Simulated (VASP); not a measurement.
Calculation: PBEsol GGA, VASP's PBE PAW potentials (set 64) (plane waves; VASP).

A VASP calculation is set up with these files.

**INCAR**
```
! general
SYSTEM   =  KZnF3
PREC     =  Accurate
ENCUT    =  400   ! plane-wave cut-off (eV)
LREAL    =  .FALSE.
LASPH    =  .TRUE.   ! aspherical one-centre terms

! electronic loop
EDIFF    =  1E-6
NELM     =  100   ! most electronic steps
ALGO     =  Normal   ! blocked Davidson
LMAXMIX  =  4   ! l cut-off of mixed one-centre charges

! smearing
ISMEAR   =  -1   ! Fermi-Dirac
SIGMA    =  0.05   ! width (eV)

! functional
GGA      =  PS

! ions
ISIF     =  2   ! forces and stress, cell fixed

! output
LWAVE    =  .FALSE.
LCHARG   =  .FALSE.
```

File POSCAR:
```
KZnF3
1
    4.0500000000     0.0000000000     0.0000000000
    0.0000000000     4.0500000000     0.0000000000
    0.0000000000     0.0000000000     4.0500000000
K Zn F
1 1 3
Direct
  0.0000000000   0.0000000000   0.0000000000
  0.5000000000   0.5000000000   0.5000000000
  0.5000000000   0.0000000000   0.5000000000
  0.0000000000   0.5000000000   0.5000000000
  0.5000000000   0.5000000000   0.0000000000
```

File KPOINTS:
```
Regular mesh
0
gamma
  4 4 4
```

POTCAR, in this order: K_sv Zn F (PBE.64 set). Program: vasp_std.

What VASP printed:

OUTCAR:
```
 ion  position               nearest neighbor table
   1  0.000  0.000  0.000-
   2  0.500  0.500  0.500-   3 2.02   4 2.02   5 2.02   5 2.02   3 2.02   4 2.02
   3  0.500  0.000  0.500-   2 2.02   2 2.02
   4  0.000  0.500  0.500-   2 2.02   2 2.02
   5  0.500  0.500  0.000-   2 2.02   2 2.02
  LATTYP: Found a simple cubic cell.
 ALAT       =     4.0500000000
 Subroutine PRICEL returns:
 Original cell was already a primitive cell.
 Subroutine GETGRP returns: Found 48 space group operations
The static configuration has the point symmetry O_h .
The dynamic configuration has the point symmetry O_h .
 Subroutine INISYM returns: Found 48 space group operations
 Subroutine IBZKPT returns following result:
 Found     10 irreducible k-points:

 Following reciprocal coordinates:
            Coordinates               Weight
  0.000000  0.000000  0.000000      1.000000
  0.250000  0.000000  0.000000      6.000000
  0.500000  0.000000  0.000000      3.000000
  0.250000  0.250000  0.000000     12.000000
  0.500000  0.250000  0.000000     12.000000
  0.500000  0.500000  0.000000      3.000000
  0.250000  0.250000  0.250000      8.000000
  0.500000  0.250000  0.250000     12.000000
  0.500000  0.500000  0.250000      6.000000
  0.500000  0.500000  0.500000      1.000000
   k-points           NKPTS =     10   k-points in BZ     NKDIM =     10   number of bands    NBANDS=     25
   number of dos      NEDOS =    301   number of ions     NIONS =      5
   total plane-waves  NPLWV =  21952
   dimension x,y,z NGX =    28 NGY =   28 NGZ =   28
   dimension x,y,z NGXF=    56 NGYF=   56 NGZF=   56
   ions per type =               1   1   3
   PREC   = accura    normal or accurate (medium, high low for compatibility)
   ISTART =      0    job   : 0-new  1-cont  2-samecut
   ICHARG =      2    charge: 1-file 2-atom 10-const
   ISPIN  =      1    spin polarized calculation?
   LNONCOLLINEAR =      F non collinear calculations
...
```

File OSZICAR:
```
       N       E                     dE             d eps       ncg     rms          rms(c)
DAV:   1     0.394040959541E+03    0.39404E+03   -0.19945E+04   500   0.168E+03
DAV:   2     0.547869315429E+01   -0.38856E+03   -0.38161E+03   589   0.439E+02
DAV:   3    -0.225931979414E+02   -0.28072E+02   -0.27977E+02   607   0.135E+02
DAV:   4    -0.231681792371E+02   -0.57498E+00   -0.57449E+00   848   0.173E+01
DAV:   5    -0.231715334694E+02   -0.33542E-02   -0.33532E-02   597   0.125E+00    0.110E+01
DAV:   6    -0.213806523489E+02    0.17909E+01   -0.60518E+00   714   0.371E+01    0.735E+00
DAV:   7    -0.214069619304E+02   -0.26310E-01   -0.12649E+00   526   0.781E+00    0.461E+00
DAV:   8    -0.214137492971E+02   -0.67874E-02   -0.54748E-01   640   0.158E+01    0.152E+00
DAV:   9    -0.213843551267E+02    0.29394E-01   -0.76236E-02   734   0.778E+00    0.716E-01
DAV:  10    -0.213782206566E+02    0.61345E-02   -0.99111E-02   725   0.827E+00    0.303E-01
DAV:  11    -0.213778906970E+02    0.32996E-03   -0.15808E-02   693   0.163E+00    0.102E-01
DAV:  12    -0.213780171982E+02   -0.12650E-03   -0.67652E-04   589   0.240E-01    0.107E-01
DAV:  13    -0.213780154901E+02    0.17081E-05   -0.75208E-04   613   0.941E-01    0.972E-02
DAV:  14    -0.213778985956E+02    0.11689E-03   -0.43091E-04   578   0.161E-01    0.334E-02
DAV:  15    -0.213778902374E+02    0.83581E-05   -0.47705E-05   606   0.930E-02    0.105E-02
DAV:  16    -0.213778895223E+02    0.71512E-06   -0.39124E-06   538   0.220E-02
   1 F= -.21377890E+02 E0= -.21377890E+02  d E =-.872958E-10
```

File OUTCAR:
```
------------------------ aborting loop because EDIFF is reached ----------------------------------------
  FORCE on cell =-STRESS in cart. coord.  units (eV):
  Direction    XX          YY          ZZ          XY          YZ          ZX
  --------------------------------------------------------------------------------------
  Total       -3.3435253     -3.3435253     -3.3435253      0.0000000      0.0000000     -0.0000000
  in kB      -80.6399268    -80.6399268    -80.6399268      0.0000000      0.0000000     -0.0000000
  external PRESSURE =     -80.6399268 kB  Pullay stress =       0.0000000 kB
  volume of cell :       66.43
      direct lattice vectors                 reciprocal lattice vectors
     4.050000000  0.000000000  0.000000000     0.246913580  0.000000000  0.000000000
     0.000000000  4.050000000  0.000000000     0.000000000  0.246913580  0.000000000
     0.000000000  0.000000000  4.050000000     0.000000000  0.000000000  0.246913580
 POSITION                                       TOTAL-FORCE (eV/Angst)
 -----------------------------------------------------------------------------------
      0.00000      0.00000      0.00000         0.000000      0.000000      0.000000
      2.02500      2.02500      2.02500         0.000000      0.000000      0.000000
      2.02500      0.00000      2.02500         0.000000      0.000000      0.000000
      0.00000      2.02500      2.02500         0.000000      0.000000      0.000000
      2.02500      2.02500      0.00000         0.000000      0.000000      0.000000
 -----------------------------------------------------------------------------------
    total drift:                                0.000000      0.000000      0.000000
  FREE ENERGIE OF THE ION-ELECTRON SYSTEM (eV)
  ---------------------------------------------------
  free  energy   TOTEN  =       -21.3778895223 eV

  energy  without entropy=      -21.3778895222  energy(sigma->0) =      -21.37788952
```
(Selected blocks of OUTCAR.)

At this cut-off the stress carries a Pulay error, which pulls relaxed volumes low.

The structure is a typed KZnF3 crystal. The cell was not relaxed at this level. The run is one of a series of settings (GGA = PS, POTCAR K_sv Zn F (PBE.64 set) against the base run), some of them coarse on purpose.
